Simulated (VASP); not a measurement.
These are PBE GGA, VASP's PBE PAW potentials (set 64) (plane waves; VASP) values and carry that method's errors.

The input files of a VASP run:

### POSCAR
```
InSe
1
    4.0895520766    -0.0000000000    -0.0000000000
   -2.0447760383     3.5416558781     0.0000000000
   -0.0000000000     0.0000000000    18.1108087557
In Se
4 4
Direct
  0.3333330000   0.6666670000   0.1719501717
  0.6666670000   0.3333330000   0.6719501717
  0.6666670000   0.3333330000   0.8280498283
  0.3333330000   0.6666670000   0.3280498283
  0.3333330000   0.6666670000   0.6015990559
  0.6666670000   0.3333330000   0.1015990559
  0.6666670000   0.3333330000   0.3984009441
  0.3333330000   0.6666670000   0.8984009441
```

File KPOINTS:
```
Automatic mesh
0
Gamma
6 6 2
0 0 0
```

INCAR:
```
SYSTEM = InSe
PREC = Accurate; ENCUT = 400; LREAL = .FALSE.
LASPH = .TRUE.
EDIFF = 1E-6; NELM = 100; ALGO = Normal
LMAXMIX = 4
ISMEAR = 0; SIGMA = 0.05
GGA = PE
LWAVE = .FALSE.; LCHARG = .TRUE.
```

POTCAR, in this order: In_d Se (PBE.64 set). Program: vasp_std.

The resulting files:

**OUTCAR**
```
 ion  position               nearest neighbor table
   1  0.333  0.667  0.172-   6 2.68   6 2.68   6 2.68   4 2.83
   2  0.667  0.333  0.672-   5 2.68   5 2.68   5 2.68   3 2.83
   3  0.667  0.333  0.828-   8 2.68   8 2.68   8 2.68   2 2.83
   4  0.333  0.667  0.328-   7 2.68   7 2.68   7 2.68   1 2.83
   5  0.333  0.667  0.602-   2 2.68   2 2.68   2 2.68
   6  0.667  0.333  0.102-   1 2.68   1 2.68   1 2.68
   7  0.667  0.333  0.398-   4 2.68   4 2.68   4 2.68
   8  0.333  0.667  0.898-   3 2.68   3 2.68   3 2.68
  LATTYP: Found a hexagonal cell.
 ALAT       =     4.0895520766
 C/A-ratio  =     4.4285556013
 Subroutine PRICEL returns:
 Original cell was already a primitive cell.
 Subroutine GETGRP returns: Found 24 space group operations
The static configuration has the point symmetry D_3d.
 The point group associated with its full space group is D_6h.
The dynamic configuration has the point symmetry D_3d.
 Subroutine INISYM returns: Found 24 space group operations
 Subroutine IBZKPT returns following result:
 Found     14 irreducible k-points:

 Following reciprocal coordinates:
            Coordinates               Weight
  0.000000  0.000000  0.000000      1.000000
...
```

**OSZICAR**
```
       N       E                     dE             d eps       ncg     rms          rms(c)
DAV:   1     0.699167913080E+03    0.69917E+03   -0.29756E+04  1260   0.152E+03
DAV:   2     0.732567066736E+02   -0.62591E+03   -0.61106E+03  1305   0.411E+02
DAV:   3    -0.232531436924E+02   -0.96510E+02   -0.94275E+02  1570   0.183E+02
DAV:   4    -0.291251168945E+02   -0.58720E+01   -0.58270E+01  1459   0.460E+01
DAV:   5    -0.293669696174E+02   -0.24185E+00   -0.24166E+00  1603   0.896E+00    0.954E+00
DAV:   6    -0.284472554953E+02    0.91971E+00   -0.19110E+00  1629   0.169E+01    0.542E+00
DAV:   7    -0.284386984750E+02    0.85570E-02   -0.10151E+00  1811   0.530E+00    0.151E+00
DAV:   8    -0.284328765231E+02    0.58220E-02   -0.97303E-02  1804   0.295E+00    0.973E-01
DAV:   9    -0.284360144851E+02   -0.31380E-02   -0.17750E-02  1439   0.556E-01    0.299E-01
DAV:  10    -0.284363438222E+02   -0.32934E-03   -0.16869E-03  1942   0.366E-01    0.176E-01
DAV:  11    -0.284367442249E+02   -0.40040E-03   -0.10002E-03  1434   0.165E-01    0.547E-02
DAV:  12    -0.284367397187E+02    0.45062E-05   -0.56307E-05  1984   0.412E-02    0.224E-02
DAV:  13    -0.284367529868E+02   -0.13268E-04   -0.24551E-05  1353   0.254E-02    0.633E-03
DAV:  14    -0.284367541448E+02   -0.11579E-05   -0.14905E-06  1124   0.128E-02    0.282E-03
DAV:  15    -0.284367544448E+02   -0.30002E-06   -0.72798E-07   906   0.434E-03
   1 F= -.28436754E+02 E0= -.28436754E+02  d E =-.959406E-15
```

File OUTCAR:
```
------------------------ aborting loop because EDIFF is reached ----------------------------------------
  FORCE on cell =-STRESS in cart. coord.  units (eV):
  Direction    XX          YY          ZZ          XY          YZ          ZX
  --------------------------------------------------------------------------------------
  Total       -0.0146567     -0.0146567     -0.0171487      0.0000000      0.0000000     -0.0000000
  in kB       -0.0895216     -0.0895216     -0.1047422      0.0000000      0.0000000     -0.0000000
  external PRESSURE =      -0.0945951 kB  Pullay stress =       0.0000000 kB
  volume of cell :      262.31
      direct lattice vectors                 reciprocal lattice vectors
     4.089552077  0.000000000  0.000000000     0.244525557  0.141176901  0.000000000
    -2.044776038  3.541655878  0.000000000     0.000000000  0.282353801  0.000000000
     0.000000000  0.000000000 18.110808756     0.000000000  0.000000000  0.055215646
 POSITION                                       TOTAL-FORCE (eV/Angst)
 -----------------------------------------------------------------------------------
     -0.00000      2.36111      3.11416         0.000000     -0.000000      0.001948
      2.04478      1.18055     12.16956         0.000000      0.000000      0.001948
      2.04478      1.18055     14.99665        -0.000000      0.000000     -0.001948
     -0.00000      2.36111      5.94125        -0.000000     -0.000000     -0.001948
     -0.00000      2.36111     10.89545         0.000000      0.000000      0.011331
      2.04478      1.18055      1.84004         0.000000     -0.000000      0.011331
      2.04478      1.18055      7.21536         0.000000      0.000000     -0.011331
     -0.00000      2.36111     16.27077        -0.000000     -0.000000     -0.011331
 -----------------------------------------------------------------------------------
    total drift:                               -0.000803      0.000181      0.000014
  FREE ENERGIE OF THE ION-ELECTRON SYSTEM (eV)
  ---------------------------------------------------
  free  energy   TOTEN  =       -28.4367544448 eV

  energy  without entropy=      -28.4367544448  energy(sigma->0) =      -28.43675444
```
(Selected blocks of OUTCAR.)

Without a dispersion term in the relaxation, distances and binding between the weakly bound layers, chains or molecules are unreliable, and so is what depends on them.

The structure was generated: InSe was put into the beta-GaS type (P6_3/mmc), a phase also known from measurement. It was relaxed first, which changed the volume by -7 %.
